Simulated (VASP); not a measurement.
Crystal: Ti.

```
Ti
1.0
     2.95000    0.00000    0.00000
    -1.47500    2.55477    0.00000
     0.00000    0.00000    4.68000
Ti
2
Direct
  0.33333 0.66667 0.25000
  0.66667 0.33333 0.75000
```

| Quantity | Value |
| --- | --- |
| Program | VASP 6.6.1 |
| Task | relaxation of cell and atoms |
| Functional | PBEsol |
| Potentials or basis | VASP PAW PBE potentials, release 64 (Ti_sv) |
| Cutoff | 600 eV |
| k mesh | 15 × 15 × 8 |
| Occupations | methfessel-paxton, width 0.1 eV |
| Spin | no spin polarisation |

At the start: pressure -5.9 GPa; volume 17.64 Å³/atom.

Where does the relaxation end?

Over 7 steps the energy falls by 18.6 meV/atom and the volume is 16.68 Å³/atom (-5.4 %); space group P6_3/mmc (No. 194, to 0.05 Å).

The path:
```tsv
step	energy change (eV)	largest force (eV/Å)	pressure (GPa)	volume (Å³)
1	0.0000	0.0000	-5.93	35.27
2	-0.0166	0.0000	5.09	32.04
3	-0.0370	0.0000	-0.01	33.37
4	-0.0370	0.0000	0.11	33.33
5	-0.0371	0.0000	-0.02	33.38
6	-0.0371	0.0000	-0.15	33.41
7	-0.0371	0.0000	-0.04	33.37
```

Final structure:
```xyz
2
Lattice="2.9021 0.0000 0.0000 -1.4511 2.5133 0.0000 0.0000 0.0000 4.5750" Properties=species:S:1:pos:R:3 pbc="T T T"
Ti    0.0000    1.6755    1.1438
Ti    1.4510    0.8378    3.4313
```

Caveat: the PAW data sets were made with another functional, which shifts forces and pressure a little.
